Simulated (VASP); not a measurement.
A run of VASP 6.6.1 is set up as follows.

Contents of INCAR:

```
PREC = Accurate
ENCUT = 400
EDIFF = 1E-7
ISMEAR = 0
SIGMA = 0.02
LREAL = False
LASPH = True
NELM = 100
ALGO = Normal
ISIF = 2
LWAVE = False
LCHARG = False
GGA = PE
NBANDS = 16
```

The input KPOINTS:

```
Automatic mesh
0
Gamma
  8 8 8
```

The input POSCAR:

```
GaAs
1.0
    0.0000000000      2.8268500000      2.8268500000
    2.8268500000      0.0000000000      2.8268500000
    2.8268500000      2.8268500000      0.0000000000
Ga As
1 1
Direct
    0.0000000000      0.0000000000      0.0000000000
    0.2500000000      0.2500000000      0.2500000000
```

Potentials or basis: VASP PAW PBE potentials, release 64 (Ga_d, As).

Launch:

```sh
$ cat potpaw_PBE.64/Ga_d/POTCAR potpaw_PBE.64/As/POTCAR > POTCAR
$ mpirun -np 1 vasp_std > vasp.out
```

Question: Predict the pressure.

Answer: 3.3 GPa.

Question: What does it give for the band gap on the k mesh?

Answer: 0.52 eV, direct.

**The experiment to reproduce.**

From “Evidence of valence band perturbations in GaAsN/GaAs(001): A combined variable-angle spectroscopic ellipsometry and modulated photoreflectance investigation”, 2008, arxiv:0805.2212, for a bulk crystal of GaAs at 300 K: band gap 1.412 ± 0.01 eV (direct).

A measured gap of GaAs is 1.412 eV (direct; 300 K; “Evidence of valence band perturbations in GaAsN/GaAs(001): A combined variable-angle spectroscopic ellipsometry and modulated photoreflectance investigation”, 2008, arxiv:0805.2212); the calculated 0.52 eV misses it by -0.89 eV. 3 values of this kind are on record (1.412 to 1.51 eV); this one was drawn at random among those near their median, those with a stated uncertainty first. Spin-orbit coupling on As, Ga is left out. The value is that of PBE on a finite k mesh, which can miss the band edges, without temperature or zero-point motion. Semilocal functionals fall short of measured gaps as a rule.
